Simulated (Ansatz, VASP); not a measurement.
## ZrC: VASP beside Ansatz

Wanted: the spread between two codes on one cell, functional and k mesh.

Program: Ansatz 0.2.0. Level of theory: plane waves, with VASP 6.6.1 beside it; single point at LDA. Results are calculated unless marked as measured.

The database entry behind the starting cell differs from later determinations by our own check (0.1 to 0.3 % short, probably kX units), so it need not match the best structure at ambient conditions.

## (1) The structure

Symmetry: Cm, No. 8, monoclinic system. Conventional cell: a = 5.735 Å, b = 3.311 Å, c = 3.311 Å, α = 90.00°, β = 125.26°, γ = 90.00°. Zr has 6 C at 2.31 to 2.38 Å nearest. C has 6 Zr at 2.31 to 2.38 Å nearest. Farther neighbours are not listed. That group holds within 0.01 Å; judged at 0.001 Å it is P1 (No. 1).

Structure file:

```cif
data_structure
_symmetry_space_group_name_H-M 'P 1'
_symmetry_Int_Tables_number 1
_cell_length_a 3.3112
_cell_length_b 3.3112
_cell_length_c 3.3112
_cell_angle_alpha 60.000
_cell_angle_beta 60.000
_cell_angle_gamma 60.000
_cell_volume 25.67
loop_
_atom_site_label
_atom_site_type_symbol
_atom_site_fract_x
_atom_site_fract_y
_atom_site_fract_z
_atom_site_occupancy
Zr1 Zr 0.99589 0.01358 0.99962 1
C2 C 0.48547 0.51089 0.49493 1
```

## (2) VASP: single point, LDA

A single point gives forces, pressure and levels at one fixed geometry, so differences don't come from the geometry; what else differs is listed under the comparison.

Lines of VASP's logs that name or quote its potential files are left out, and so is its time.

The input, INCAR:

```
SYSTEM = ZrC
PREC = Accurate
ENCUT = 520
EDIFF = 1E-06
NELM = 100
ISMEAR = -1
SIGMA = 0.05
LREAL = .FALSE.
ALGO = Normal
GGA = CA
NBANDS = 14
LORBIT = 11
LWAVE = .FALSE.
LCHARG = .FALSE.
KPAR = 2
ISIF = 2
```

The input, POSCAR:

```
ZrC
1.0
    0.0000000000      2.3414000000      2.3414000000
    2.3414000000      0.0000000000      2.3414000000
    2.3414000000      2.3414000000      0.0000000000
Zr C
1 1
Direct
   -0.0041130000      0.0135840000     -0.0003790000
    0.4854680000      0.5108950000      0.4949310000
```

The input, KPOINTS:

```
Automatic mesh
0
Gamma
8 8 8
0 0 0
```

PAW data sets: Zr_sv and C (PBE family, release 64).

The run is started by

```bash
$ mpirun -np 2 vasp_std
```

Numbers of over 12 decimals in the logs are rounded to 6 here.

What it wrote:

```text
[banner, memory and clock lines left out]
running    2 mpi-ranks, on    1 nodes
 distrk:  each k-point on    1 cores,    2 groups
 distr:  one band on    1 cores,    1 groups

 POSCAR found type information on POSCAR ZrC
 POSCAR found :  2 types and       2 ions
|                                                                             |
|               ----> ADVICE to this user running VASP <----                  |
|                                                                             |
|     You enforced a specific xc type in the INCAR file but a different       |
|     [... a line on the potential file left out ...]
|     I HOPE YOU KNOW WHAT YOU ARE DOING!                                     |
|                                                                             |

 LDA part: xc-table for (Slater(with rela. corr.)+CA(PZ))
 , standard interpolation
 POSCAR, INCAR and KPOINTS ok, starting setup
 FFT: planning ... GRIDC
 FFT: planning ... GRID_SOFT
 FFT: planning ... GRID
 WAVECAR not read
 entering main loop
       N       E                     dE             d eps       ncg     rms          rms(c)
DAV:   1     0.102560609075E+03    0.10256E+03   -0.87580E+03  7296   0.115E+03
DAV:   2    -0.198422745201E+02   -0.12240E+03   -0.11421E+03  9038   0.303E+02
DAV:   3    -0.246093918462E+02   -0.47671E+01   -0.47228E+01 10574   0.530E+01
DAV:   4    -0.247324622155E+02   -0.12307E+00   -0.12301E+00  9146   0.775E+00
DAV:   5    -0.247352433353E+02   -0.27811E-02   -0.27810E-02 10324   0.899E-01    0.217E+01
DAV:   6    -0.214993191841E+02    0.32359E+01   -0.78468E+00  8864   0.242E+01    0.809E+00
DAV:   7    -0.213425302348E+02    0.15679E+00   -0.52782E-01  8356   0.629E+00    0.686E+00
DAV:   8    -0.213410502047E+02    0.14800E-02   -0.32970E-01  8624   0.426E+00    0.455E+00
DAV:   9    -0.213111106166E+02    0.29940E-01   -0.82241E-02  8216   0.196E+00    0.352E-01
DAV:  10    -0.213114115299E+02   -0.30091E-03   -0.22582E-03 10024   0.505E-01    0.403E-01
DAV:  11    -0.213112231614E+02    0.18837E-03   -0.70644E-04  8120   0.222E-01    0.441E-02
DAV:  12    -0.213112197894E+02    0.33720E-05   -0.13632E-05  9828   0.264E-02    0.115E-02
DAV:  13    -0.213112192602E+02    0.52918E-06   -0.16099E-06  7936   0.902E-03
   1 F= -.21311219E+02 E0= -.21309764E+02  d E =-.291029E-02
```

From OUTCAR (step 2):

```text
ion  position               nearest neighbor table
   1  0.996  0.014  1.000-   2 2.31   2 2.31   2 2.32   2 2.36   2 2.37   2 2.38
   2  0.485  0.511  0.495-   1 2.31   1 2.31   1 2.32   1 2.36   1 2.37   1 2.38

  LATTYP: Found a face centered cubic cell.
 ALAT       =     4.6828000000

 Subroutine GETGRP returns: Found  1 space group operations
 (whereof  1 operations were pure point group operations)

The static configuration has the point symmetry C_1 .

 Found    260 irreducible k-points:

   k-points           NKPTS =    260   k-points in BZ     NKDIM =    260   number of bands    NBANDS=     14

   dimension x,y,z NGX =    28 NGY =   28 NGZ =   28
   dimension x,y,z NGXF=    56 NGYF=   56 NGZF=   56

   ENCUT  =  520.0 eV  38.22 Ry    6.18 a.u.   6.16  6.16  6.16*2*pi/ulx,y,z

   NELECT =      16.0000    total number of electrons

 k-points in reciprocal lattice and weights: Automatic mesh
   0.00000000  0.00000000  0.00000000       0.002
   0.12500000  0.00000000  0.00000000       0.004
   0.00000000  0.12500000  0.00000000       0.004
   0.00000000  0.00000000  0.12500000       0.004
   0.12500000  0.12500000  0.12500000       0.004
   0.25000000  0.00000000  0.00000000       0.004
   0.00000000  0.25000000  0.00000000       0.004
   0.00000000  0.00000000  0.25000000       0.004
   0.25000000  0.25000000  0.25000000       0.004
[...]
0.25000000 -0.25000000  0.50000000       0.004
   0.50000000  0.25000000 -0.25000000       0.004

 average (electrostatic) potential at core
       1 -72.8140       2 -43.9714

 E-fermi :   9.4199

 k-point     1 :       0.0000    0.0000    0.0000
  band No.  band energies     occupation
      1     -38.2704      2.00000
      2     -16.1230      2.00000
      3     -16.1227      2.00000
      4     -16.1224      2.00000
      5      -1.7078      2.00000
      6      10.1369      0.00000
      7      10.2193      0.00000
      8      10.3187      0.00000
      9      10.5636      0.00000
     10      10.6948      0.00000
    ...

 k-point     2 :       0.1250    0.0000    0.0000
  band No.  band energies     occupation
    ...
      4     -16.1348      2.00000
      5      -1.3485      2.00000
      6       8.6313      2.00000
      7       9.0571      1.99859
      8       9.1119      1.99579
      9      11.0212      0.00000
     10      11.0392      0.00000
     11      11.5269      0.00000
     12      13.9116      0.00000
     13      13.9194      0.00000
    ...

 k-point     3 :       0.0000    0.1250    0.0000
  band No.  band energies     occupation
    ...
      4     -16.1349      2.00000
      5      -1.3483      2.00000
      6       8.6168      2.00000
      7       9.0561      1.99862
      8       9.1406      1.99253
      9      11.0227      0.00000
     10      11.0307      0.00000
     11      11.5124      0.00000
     12      13.9038      0.00000
     13      13.9362      0.00000
    ...

  Total       -0.8369248     -0.7969245     -0.8098930     -0.0086097     -0.0160537     -0.0072953
  in kB      -52.2324252    -49.7360060    -50.5453686     -0.5373304     -1.0019103     -0.4553020
  external PRESSURE =     -50.8379332 kB  Pullay stress =       0.0000000 kB

  energy-cutoff  :      520.00
  volume of cell :       25.67
      direct lattice vectors                 reciprocal lattice vectors
     0.000000000  2.341400000  2.341400000    -0.213547450  0.213547450  0.213547450
     2.341400000  0.000000000  2.341400000     0.213547450 -0.213547450  0.213547450
     2.341400000  2.341400000  0.000000000     0.213547450  0.213547450 -0.213547450

 POSITION                                       TOTAL-FORCE (eV/Angst)
 -----------------------------------------------------------------------------------
      2.37232      4.67228      2.36358        -0.125418     -0.253945     -0.220982
      2.35504      2.29551      2.33288         0.125418      0.253945      0.220982
 -----------------------------------------------------------------------------------
    total drift:                               -0.000006     -0.000058     -0.000062

  FREE ENERGIE OF THE ION-ELECTRON SYSTEM (eV)
  ---------------------------------------------------
  free  energy   TOTEN  =       -21.3112192602 eV

  energy  without entropy=      -21.3083089724  energy(sigma->0) =      -21.30976412

 total charge
# of ion       s       p       d       tot
------------------------------------------
    1        2.181   6.041   1.671   9.893
    2        0.870   1.478   0.000   2.348
--------------------------------------------------
tot          3.051   7.518   1.671  12.241

[... 3 further parts left out ...]
```

The k-mesh is coarse for a metal. The PAW data sets were made with PBE, though LDA sets exist; this is a small mismatch.

## (3) Ansatz: single point, LDA

Ansatz runs on its default PAW (the set named soft_2) files.

The same cell, functional (in two slightly different forms), mesh and smearing now go to Ansatz, which takes its cutoff from its data sets.

The input, input.yaml:

```yaml
crystal:
  lattice:
    - [0.0, 2.3414, 2.3414]
    - [2.3414, 0.0, 2.3414]
    - [2.3414, 2.3414, 0.0]
  atoms:
    - { symbol: Zr, position: [-0.004113, 0.013584, -0.000379] }
    - { symbol: C, position: [0.485468, 0.510895, 0.494931] }
hamiltonian:
  xc: lda
  pseudopotentials: { kind: paw }
kpoints:
  mp_grid: { grid: [8, 8, 8] }
scf:
  occupations: { method: fermi_dirac, width: 0.05 }
  n_extra_bands: 4
output:
  forces: true
  stress: true
  eigenvalues: true
```

The run is started by

```bash
$ ansatz run input.yaml --threads 2 --pin off --max-ram 4608MiB --backend cpu --events-out ev --progress --plain --runs-dir out
```

What it wrote:

```text
scf.n_extra_bands = 4 over 8 filled bands (N_el = 16.0): the run solves 12 bands
Engine: ansatz 0.2.0, aarch64-unknown-linux-gnu
Pseudopotentials: kind: paw
Pseudopotential: Zr, paw, valence charge 12, recommended cutoff 420 eV (normal), Zr.paw.azcp
Pseudopotential: C, paw, valence charge 4, recommended cutoff 420 eV (normal), C.paw.azcp
Functional definition: SPW92
  exchange = slater_x
  correlation = pw_c
Crystal: 2 atoms, lattice volume = 25.672 Å³
Basis set: ecut = 420 eV, 531 PW (Γ)
Bands: 12, of which v1, the nominal top of the filled ones, is band 8 counted from 1 (7 counted from 0)
Symmetry: 1 space group operations
Space group: P1 (ITA 1), of the structure as read, at distance tolerance 2.9e-5 Å
k-points: 260 of 512 (time reversal used)
Non-local potential: Zr, projectors of the file, l = 0: 3, l = 1: 2, l = 2: 2, l = 3: 2
Non-local potential: C, projectors of the file, l = 0: 2, l = 1: 2, l = 2: 1
PAW form: soft (Blöchl's): semilocal exchange-correlation on the pseudo side does not see the compensation charge
PAW frozen core: Zr, regenerated for the run's functional, and the local potential with it (the file was generated under x = pbe(κ = 0.804, μ = 0.219515), c = pbe(β = 0.066725))
PAW frozen core: C, regenerated for the run's functional, and the local potential with it (the file was generated under x = pbe(κ = 0.804, μ = 0.219515), c = pbe(β = 0.066725))
PAW one-centre angular grid: Zr, 590 points (default); XC on 64 Gauss nodes
PAW one-centre angular grid: C, 110 points (default); XC on 64 Gauss nodes
Initial density: superposition of atomic densities (neutral atoms: chi_scale 0, normalization atom), corrected by the library's trained network
Initial wavefunctions: pseudopotential atomic-orbital guess
Functional: x = slater, c = lda
SCF iter   1: F=—  HF=-4322.300001 eV  |F-HF|=—  |Δ(HF+E_count)|=         —  Δρ=6.57e-3  dr2=1.09e-2  ethr=1.77e-3  ⟨swp⟩=5.0  Hψ=15639  notcnv=0
preconditioner: auto → none  [insulator: Δε(μ)=0.160 eV  Ē_g=17.948 eV  σ=0.050 eV  W_gap=0.52  n_scr=8 (ndim 8)  ℏωp=27.4 eV  f_vac=0.000  D(μ)=0.36/eV (n_scr^D=0)  ε∞_Penn≈3.3]
SCF iter   2: F=—  HF=-4322.297729 eV  |F-HF|=—  |Δ(HF+E_count)|=   2.27e-3  Δρ=2.85e-3  dr2=1.56e-3  ethr=6.79e-5  ⟨swp⟩=1.0  Hψ=5200  notcnv=0
SCF iter   3: F=—  HF=-4322.297442 eV  |F-HF|=—  |Δ(HF+E_count)|=   2.86e-4  Δρ=4.18e-4  dr2=1.90e-5  ethr=9.76e-6  ⟨swp⟩=2.6  Hψ=4393  notcnv=0
SCF iter   4: F=—  HF=-4322.297441 eV  |F-HF|=—  |Δ(HF+E_count)|=   1.72e-6  Δρ=9.28e-5  dr2=1.13e-6  ethr=1.19e-7  ⟨swp⟩=2.1  Hψ=4877  notcnv=0
iter 5 did not close the SCF: its close was put off for the readings that it lacked (scf_convergence_deferred on its scf_iter line)
SCF iter   5: F=-4322.297441 eV  HF=-4322.297441 eV  |F-HF|=9.12e-9  |Δ(HF+E_count)|=   2.88e-9  Δρ=8.90e-6  dr2=1.59e-8  ethr=7.08e-9  ⟨swp⟩=2.0  Hψ=3660  notcnv=0
SCF iter   6: F=-4322.297441 eV  HF=-4322.297441 eV  |F-HF|=7.92e-10  |Δ(HF+E_count)|=   4.91e-9  Δρ=2.55e-6  dr2=1.25e-9  ethr=9.96e-11  ⟨swp⟩=2.0  Hψ=11084  notcnv=0
SCF 1 converged in 6 iterations: F = -4322.297441 eV  dr2 = 1.25e-9
  greatest PAW one-centre occupation: 0.997 electrons in one spin orbital (limit 2), on the Zr atom at site 0 (counted from 0), in its partial waves of l = 0
SCF converged after 6 iterations
Free energy (F): -4322.297441 eV
Harris-Foulkes:  -4322.297441 eV  (|F-HF|=7.92e-10)
Internal energy: -4322.294511 eV  (E = F + TS)
E sigma→0 (E₀):  -4322.295976 eV
Entropy (-TS):   -0.002930 eV (-1.465 meV/atom)
Fermi energy:    14.712696 eV
--- Per-component energies (eV) ---
  E_band       = -48.886917
  E_kinetic    = 423.407320
  E_local      = -594.891437  (includes V_loc(G=0)·N_el)
  E_nonlocal   = 109.675054
  E_hartree    = 177.337098
  E_xc         = -209.969866
  E_vxc        = -252.243005  (∫ρ·V_xc dr)
  E_paw        = -2939.702546  (= ΣΔE_a)
  E_vpaw       = -89.508861  (= ΣTr[D̂ρ^β])
  E_aug_tail   = 0.000032  (compensation charges beyond the density's cutoff)
  E_ewald      = -1288.583399
  E_core_change = 0.433233  (= ΣΔE_core)
  E_smearing   = -0.002930  (= −TS)
  E_closure    = 0.000000  (closes the sum)
  Σ components = -4322.297441   (vs F -4322.297441, Δ=0.00e0)
--- Forces (eV/Å), atoms counted from 1 ---
  atom   1  Zr    -0.12341803    -0.24974666    -0.21737189
  atom   2  C      0.12341383     0.24973779     0.21736460
  max |Σ_I F_I| component: 8.87e-6 eV/Å
--- Stress (GPa, compression-positive) ---
       -6.203744      -0.052000      -0.043978
       -0.052000      -5.956591      -0.097254
       -0.043978      -0.097254      -6.036812
  P = ⅓ Tr σ = -6.0657 GPa (-60.657 kbar)
--- Band table (eV; the first three rows and the last of 260) ---
  k-point 0: bands = [... 4 lower, 3.5610, 15.4329, 15.5146, 15.6122, 15.8626, 15.9918, 16.1061, 17.6356]
  k-point 1: bands = [... 4 lower, 3.9208, 13.9143, 14.3526, 14.4324, 16.3213, 16.3320, 16.8095, 19.1961]
  k-point 2: bands = [... 4 lower, 4.8628, 11.9977, 12.9794, 13.0059, 17.2916, 17.3046, 17.5635, 21.6307]
  k-point 259: bands = [... 4 lower, 6.7632, 9.4178, 11.7912, 11.7921, 19.2870, 19.2915, 20.1205, 21.3954]
```

Elapsed: 5.3 s, on 2 threads of Arm Neoverse N1, shared host; peak memory 0.38 GiB.

The column dr2 measures how far the density is from self-consistency, as an energy; F and HF (Harris–Foulkes) agree once it is small.

The run ends at a pressure of -6.07 GPa, with forces up to 0.35 eV/Å.

## (4) Comparison

Known differences besides the PAW data sets themselves: the two LDA forms differ slightly; the cutoff is 420 eV in Ansatz and 520 eV in VASP; Ansatz makes its cores anew for this functional, VASP keeps those of its PBE data sets. Total energies have different zeros and are not compared.

Both answers:

| quantity | Ansatz | VASP | difference |
| --- | --- | --- | --- |
| pressure (GPa) | -6.07 | -5.08 | -0.98 |

Forces (eV/Å; atoms numbered as in POSCAR):

| atom | Ansatz x, y, z | VASP x, y, z |
| --- | --- | --- |
| Zr1 | -0.123, -0.250, -0.217 | -0.125, -0.254, -0.221 |
| C2 | 0.123, 0.250, 0.217 | 0.125, 0.254, 0.221 |

The forces differ by 3.4 meV/Å r.m.s., which is 1.6 % of the r.m.s. force of 0.21 eV/Å (both taken over all components). Ansatz's pressure holds a Pulay correction of 0.26 GPa; VASP's holds none.

## (5) Outcome

```yaml
r_m_s_force_difference_single_point_lda: 1.6 % of the r.m.s. force
difference_in_pressure_single_point_lda: -0.98 GPa
```

**Reading.** The difference in pressure is -0.98 GPa (single point, LDA), at about the 1 GPa picked in this series as the mark of a large difference. Differences of this kind measure data sets and numerical settings, not the functional's error against experiment.

[Lines on the potential files, build, host, timing and source positions are cut from VASP's logs without a mark.]

[Logs are printed without paths, hosts, clocks, repeated set-up lines and the standing remarks that a program may print on its own settings, such as how far it seeks lower states.]

[Hosts, paths, dates, database ids (printed as entryN), source tags and the programs' standing remarks are cut or masked in the printed files.]
